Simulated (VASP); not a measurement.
Calculation: r2SCAN meta-GGA, VASP's PBE PAW potentials (set 64) (plane waves; VASP).

Input for VASP

**KPOINTS**
```
Automatic mesh
0
Gamma
13 13 13
0 0 0
```

### INCAR
```
IBRION = 2   ! conjugate gradients
ISIF = 3
LREAL = .FALSE.
NELM = 100
PREC = Accurate
LCHARG = .FALSE.
LMIXTAU = .TRUE.
SYSTEM = C
LASPH = .TRUE.   ! aspherical one-centre terms
SIGMA = 0.05   ! width (eV)
NSW = 40
EDIFFG = -0.02   ! ionic stop
ISMEAR = 0
LWAVE = .FALSE.
EDIFF = 1E-6   ! SCF stop (eV)
METAGGA = R2SCAN
ALGO = Normal   ! blocked Davidson
ENCUT = 620   ! plane-wave cut-off (eV)
```

**POSCAR**
```
C
1
    0.0000000000     1.7815935352     1.7815935352
    1.7815935352     0.0000000000     1.7815935352
    1.7815935352     1.7815935352    -0.0000000000
C
2
Direct
  0.0000000000   0.0000000000   0.0000000000
  0.2500000000   0.2500000000   0.2500000000
```

POTCAR, in this order: C (PBE.64 set). Program: vasp_std.

What VASP printed:

### OSZICAR
```
       N       E                     dE             d eps       ncg     rms          rms(c)
DAV:   1     0.235184622834E+00    0.23518E+00   -0.56409E+03  1376   0.116E+03
DAV:   2    -0.217997182275E+02   -0.22035E+02   -0.21241E+02  2056   0.126E+02
DAV:   3    -0.219559580690E+02   -0.15624E+00   -0.15624E+00  1464   0.138E+01
DAV:   4    -0.219561612863E+02   -0.20322E-03   -0.20322E-03  1936   0.539E-01
DAV:   5    -0.219561613497E+02   -0.63359E-07   -0.63359E-07  1416   0.639E-03    0.512E+00
DAV:   6    -0.194652958482E+02    0.24909E+01   -0.33539E-01  1648   0.655E+00    0.419E+00
DAV:   7    -0.224241921780E+02   -0.29589E+01   -0.13891E+00  1616   0.901E+00    0.982E-01
DAV:   8    -0.194924834539E+02    0.29317E+01   -0.42388E-01  1480   0.587E+00    0.109E+00
DAV:   9    -0.196533634100E+02   -0.16088E+00   -0.26239E-02  1512   0.216E+00    0.182E-01
DAV:  10    -0.196641943347E+02   -0.10831E-01   -0.75543E-03  1736   0.101E+00    0.172E-01
DAV:  11    -0.196634829306E+02    0.71140E-03   -0.11664E-04  1360   0.123E-01    0.144E-01
DAV:  12    -0.196660055511E+02   -0.25226E-02   -0.59439E-04  1344   0.330E-01    0.236E-02
DAV:  13    -0.196660414227E+02   -0.35872E-04   -0.12491E-05  1880   0.511E-02    0.168E-02
DAV:  14    -0.196660413540E+02    0.68688E-07   -0.12758E-06  1296   0.149E-02
   1 F= -.19666041E+02 E0= -.19666041E+02  d E =-.196660E+02
       N       E                     dE             d eps       ncg     rms          rms(c)
DAV:   1    -0.196660362330E+02    0.51897E-05   -0.38816E-03  1624   0.646E-01    0.523E-02
DAV:   2    -0.196660497960E+02   -0.13563E-04   -0.87088E-05  1360   0.979E-02    0.325E-02
DAV:   3    -0.196660094685E+02    0.40327E-04   -0.32678E-05  1512   0.780E-02    0.401E-03
DAV:   4    -0.196660569173E+02   -0.47449E-04   -0.24875E-05  1344   0.555E-02    0.153E-03
DAV:   5    -0.196660572493E+02   -0.33198E-06   -0.85958E-07   768   0.969E-03
   2 F= -.19666057E+02 E0= -.19666057E+02  d E =-.158952E-04
       N       E                     dE             d eps       ncg     rms          rms(c)
DAV:   1    -0.196661021615E+02   -0.45244E-04   -0.69590E-04  1616   0.274E-01    0.213E-02
DAV:   2    -0.196661025662E+02   -0.40466E-06   -0.14603E-05  1360   0.402E-02    0.134E-02
DAV:   3    -0.196660965669E+02    0.59993E-05   -0.56154E-06  1520   0.320E-02    0.183E-03
DAV:   4    -0.196661033528E+02   -0.67859E-05   -0.38704E-06  1344   0.219E-02    0.582E-04
DAV:   5    -0.196661039510E+02   -0.59820E-06   -0.13430E-07   672   0.410E-03
   3 F= -.19666104E+02 E0= -.19666104E+02  d E =-.625970E-04
```

OUTCAR:
```
------------------------ aborting loop because EDIFF is reached ----------------------------------------
  FORCE on cell =-STRESS in cart. coord.  units (eV):
  Direction    XX          YY          ZZ          XY          YZ          ZX
  --------------------------------------------------------------------------------------
  Total        0.0049193      0.0049193      0.0049193      0.0000000      0.0000000      0.0000000
  in kB        0.6983357      0.6983357      0.6983357      0.0000000      0.0000000      0.0000000
  external PRESSURE =       0.6983357 kB  Pullay stress =       0.0000000 kB
  volume of cell :       11.29
      direct lattice vectors                 reciprocal lattice vectors
     0.000000000  1.780357523  1.780357523    -0.280842468  0.280842468  0.280842468
     1.780357523  0.000000000  1.780357523     0.280842468 -0.280842468  0.280842468
     1.780357523  1.780357523  0.000000000     0.280842468  0.280842468 -0.280842468
 POSITION                                       TOTAL-FORCE (eV/Angst)
 -----------------------------------------------------------------------------------
      0.00000      0.00000      0.00000         0.000000      0.000000      0.000000
      0.89018      0.89018      0.89018        -0.000000     -0.000000     -0.000000
 -----------------------------------------------------------------------------------
    total drift:                                0.000000      0.000000      0.000000
  FREE ENERGIE OF THE ION-ELECTRON SYSTEM (eV)
  ---------------------------------------------------
  free  energy   TOTEN  =       -19.6661039510 eV

  energy  without entropy=      -19.6661039510  energy(sigma->0) =      -19.66610395

 reached required accuracy - stopping structural energy minimisation
```
(Selected blocks of OUTCAR.)

CONTCAR:
```
C
   1.00000000000000
     0.0000000000000000    1.7803575227615855    1.7803575227615855
     1.7803575227615855    0.0000000000000000    1.7803575227615855
     1.7803575227615855    1.7803575227615855    0.0000000000000000
  C
     2
Direct
     0.0000000000000000    0.0000000000000000    0.0000000000000000
     0.2500000000000000    0.2500000000000000    0.2500000000000000
```

The compound is C in the diamond structure. This run relaxes it. Symmetry was kept, so distortions that lower it aren't found.
